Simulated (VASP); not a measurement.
Here is the system:

```
SnTe
1.0
    0.00000     3.17833     3.17833
    3.17833     0.00000     3.17833
    3.17833     3.17833     0.00000
Sn Te
1 1
Direct
  0.00000   0.00000   0.00000
  0.50000   0.50000   0.50000
```

These are LDA (Ceperley-Alder, Perdew-Zunger), VASP's LDA PAW potentials (set 64) (plane waves; VASP) values and carry that method's errors. Settings: 520 eV cut-off, 7×7×7 Γ-centred mesh, Gaussian smearing of 0.050 eV, potentials Sn_d Te.

Task: Estimate the energy per atom (σ→0), pressure.

Result: 
```json
{
 "energy per atom (σ→0)": "-4.404 eV/atom",
 "pressure": "-2.60 GPa"
}
```

The compound is SnTe in the rock salt structure, which distorts at low temperature. This cell is one point of a volume scan, at 1.06 of the reference volume.
